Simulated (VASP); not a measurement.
Method: PBE GGA + U (Dudarev), VASP's PBE PAW potentials (set 64) (plane waves; VASP).

VASP ran on this input.

### INCAR
```
! general
SYSTEM   =Pt3Ti
PREC     =Accurate
ENCUT    =400   ! plane-wave cut-off (eV)
LREAL    =.FALSE.   ! projection in real space or not
LASPH    =.TRUE.   ! aspherical one-centre terms

! electronic loop
EDIFF    =1E-6   ! SCF stop (eV)
NELM     =100   ! most electronic steps
ALGO     =Normal   ! blocked Davidson
LMAXMIX  =2

! smearing
ISMEAR   =1   ! Methfessel-Paxton
SIGMA    =0.1

! functional
GGA      =PE

! DFT+U
LDAU     =.TRUE.
LDAUTYPE =2   ! Dudarev
LDAUL    =2 -1
LDAUU    =5.0 0
LDAUJ    =0 0
LDAUPRINT=1

! ions
ISIF     =2

! output
LWAVE    =.FALSE.
LCHARG   =.FALSE.
LORBIT   =10
```

### POSCAR
```
Pt3Ti
4.0327610
  1.0000000000   0.0000000000   0.0000000000
  0.0000000000   0.9472864869   0.0000000000
  0.0000000000   0.0000000000   0.9732820765
Ti Pt
1 3
direct
  0.0000000000   0.0000000000   0.0000000000
  0.0000000000   0.5000000000   0.5000000000
  0.5000000000   0.0000000000   0.5000000000
  0.5053360000   0.5000000000   0.0000000000
```

File KPOINTS:
```
Automatic mesh
0
Gamma
7 7 7
0 0 0
```

POTCAR, in this order: Ti_sv Pt (PBE.64 set). Program: vasp_std.

Output of the run:

**OSZICAR**
```
       N       E                     dE             d eps       ncg     rms          rms(c)
DAV:   1     0.344290102486E+03    0.34429E+03   -0.18135E+04  3200   0.150E+03
DAV:   2    -0.152584178953E+00   -0.34444E+03   -0.33733E+03  3465   0.406E+02
DAV:   3    -0.292977006084E+02   -0.29145E+02   -0.28258E+02  4543   0.104E+02
DAV:   4    -0.300987095507E+02   -0.80101E+00   -0.79863E+00  3916   0.185E+01
DAV:   5    -0.301220761016E+02   -0.23367E-01   -0.23356E-01  4507   0.301E+00    0.215E+01
DAV:   6    -0.269731521033E+02    0.31489E+01   -0.22983E+01  4481   0.373E+01    0.123E+01
DAV:   7    -0.266927091948E+02    0.28044E+00   -0.19798E+01  4534   0.289E+01    0.896E+00
DAV:   8    -0.259962808200E+02    0.69643E+00   -0.24538E+00  4532   0.126E+01    0.281E+00
DAV:   9    -0.260175904303E+02   -0.21310E-01   -0.45071E-01  4690   0.409E+00    0.154E+00
DAV:  10    -0.259990653401E+02    0.18525E-01   -0.70304E-02  4337   0.234E+00    0.766E-01
DAV:  11    -0.259936065924E+02    0.54587E-02   -0.23083E-02  4695   0.110E+00    0.252E-01
DAV:  12    -0.259935578887E+02    0.48704E-04   -0.12676E-03  4237   0.214E-01    0.127E-01
DAV:  13    -0.259935475476E+02    0.10341E-04   -0.24955E-04  4220   0.132E-01    0.696E-02
DAV:  14    -0.259935027140E+02    0.44834E-04   -0.30270E-04  4495   0.118E-01    0.758E-03
DAV:  15    -0.259935067603E+02   -0.40463E-05   -0.93184E-06  4007   0.267E-02    0.627E-03
DAV:  16    -0.259935064428E+02    0.31743E-06   -0.29926E-06  3132   0.115E-02
   1 F= -.25993506E+02 E0= -.25993636E+02  d E =0.389195E-03
```

### OUTCAR
```
------------------------ aborting loop because EDIFF is reached ----------------------------------------
  FORCE on cell =-STRESS in cart. coord.  units (eV):
  Direction    XX          YY          ZZ          XY          YZ          ZX
  --------------------------------------------------------------------------------------
  Total        1.4984503      4.7946869      3.1913266      0.0000000      0.0000000      0.0000000
  in kB       39.7031894    127.0408275     84.5579237      0.0000000      0.0000000      0.0000000
  external PRESSURE =      83.7673135 kB  Pullay stress =       0.0000000 kB
  volume of cell :       60.47
      direct lattice vectors                 reciprocal lattice vectors
     4.032761000  0.000000000  0.000000000     0.247969071  0.000000000  0.000000000
     0.000000000  3.820180000  0.000000000     0.000000000  0.261767770  0.000000000
     0.000000000  0.000000000  3.925014000     0.000000000  0.000000000  0.254776161
 POSITION                                       TOTAL-FORCE (eV/Angst)
 -----------------------------------------------------------------------------------
      0.00000      0.00000      0.00000         0.066760      0.000000      0.000000
      0.00000      1.91009      1.96251         0.117660      0.000000      0.000000
      2.01638      0.00000      1.96251        -0.021121      0.000000      0.000000
      2.03790      1.91009      0.00000        -0.163300      0.000000      0.000000
 -----------------------------------------------------------------------------------
    total drift:                                0.000015     -0.000000     -0.000001
  FREE ENERGIE OF THE ION-ELECTRON SYSTEM (eV)
  ---------------------------------------------------
  free  energy   TOTEN  =       -25.9935064428 eV

  energy  without entropy=      -25.9938956376  energy(sigma->0) =      -25.99363617

 total charge

# of ion       s       p       d       tot
------------------------------------------
    1        2.228   6.178   1.576   9.982
    2        0.695   0.662   8.082   9.440
    3        0.691   0.673   8.081   9.445
    4        0.694   0.669   8.079   9.442
--------------------------------------------------
tot          4.309   8.183  25.818  38.310
```
(Selected blocks of OUTCAR.)

### OUTCAR
```
 val. band max:       11.7419430935   @ k =   0.0000   0.0000   0.4286

 cond. band min:      11.8050908706   @ k =   0.1429   0.4286   0.1429


 Fermi energy:        11.7877548792

 k-point     1 :       0.0000    0.0000    0.0000
  band No.  band energies     occupation
      1     -48.0293      2.00000
      2     -24.2050      2.00000
      3     -24.1861      2.00000
      4     -24.1683      2.00000
      5       1.5300      2.00000
      6       4.4316      2.00000
      7       4.7910      2.00000
      8       4.8792      2.00000
      9       5.1289      2.00000
     10       5.1407      2.00000
     11       5.1647      2.00000
     12       7.9107      2.00000
     13       8.1901      2.00000
     14       8.4391      2.00000
     15       9.7738      2.00000
     16      10.3260      2.00000
     17      11.1358      2.00000
     18      11.4806      2.00012
     19      11.7099      1.96870
     20      11.9673     -0.02923
     21      12.5632     -0.00000
     22      13.0797     -0.00000
     23      13.3144     -0.00000
     24      13.4960     -0.00000
     25      13.6302     -0.00000

 k-point     2 :       0.1429    0.0000    0.0000
  band No.  band energies     occupation
      1     -48.0293      2.00000
      2     -24.2084      2.00000
      3     -24.1866      2.00000
      4     -24.1689      2.00000
      5       1.7793      2.00000
      6       4.5789      2.00000
      7       4.8600      2.00000
      8       5.0793      2.00000
      9       5.2253      2.00000
     10       5.2843      2.00000
     11       5.3293      2.00000
     12       7.7744      2.00000
     13       8.2631      2.00000
     14       8.4854      2.00000
     15       9.5575      2.00000
     16      10.3151      2.00000
     17      10.5841      2.00000
     18      10.8265      2.00000
     19      10.8872      2.00000
     20      11.4256      2.00000
     21      11.9679     -0.02875
     22      12.8224     -0.00000
     23      13.0015     -0.00000
...
```

Unless said otherwise, spin-orbit coupling is left out, though it shifts the bands of the heavy elements here.

The compound is Pt3Ti in the L1_2 structure. The cell was not relaxed at this level, atoms are displaced from their ideal sites. The run is one of a series of settings (LDAU = .TRUE., LDAUJ = 0 0, LDAUL = 2 -1, LDAUTYPE = 2, LDAUU = 5.0 0, LMAXMIX = 2 against the base run), some of them coarse on purpose.
